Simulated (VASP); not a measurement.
Consider the following.

```xyz
2
Lattice="0.0000 3.3596 3.3596 3.3596 0.0000 3.3596 3.3596 3.3596 0.0000" Properties=species:S:1:pos:R:3 pbc="T T T"
In     0.0000     0.0000     0.0000
Bi     1.6798     1.6798     1.6798
```

Calculation: PBEsol GGA, VASP's PBE PAW potentials (set 64) (plane waves; VASP). Numerical set-up: 500 eV cut-off, 9×9×9 Γ-centred mesh, first-order Methfessel-Paxton smearing of 0.10 eV, potentials In_d Bi_d.

Energy and stress use the plane-wave basis of the starting cell.

### Question
The ions, cell shape and volume at an external pressure of 5.0 GPa are relaxed. Give the cell that the relaxation ends in.

### Answer

```xyz
2
Lattice="0.0000 3.2412 3.2412 3.2412 0.0000 3.2412 3.2412 3.2412 0.0000" Properties=species:S:1:pos:R:3 pbc="T T T"
In     0.0000     0.0000     0.0000
Bi     1.6206     1.6206     1.6206
```
Space group F-43m (216), at a tolerance of 0.03 Å.

### Question
How do energy and volume change from the first to the last step?

### Answer
The energy (σ→0) changes by +53.8 meV/atom and the volume by -10.2 %, in 3 ionic steps.

```tsv
step	E(σ→0) (eV)	max force (eV/Å)	pressure (GPa)	volume (Å³)
1	-7.1811	0.000	-0.01	75.84
2	-6.8705	0.000	9.71	63.56
3	-7.0736	0.000	4.96	68.10
```

The structure was generated: InBi was put into the zinc blende type (F-43m), which need not be its known phase. This run relaxes it under an external pressure of 5 GPa. Symmetry was kept, so distortions that lower it aren't found.
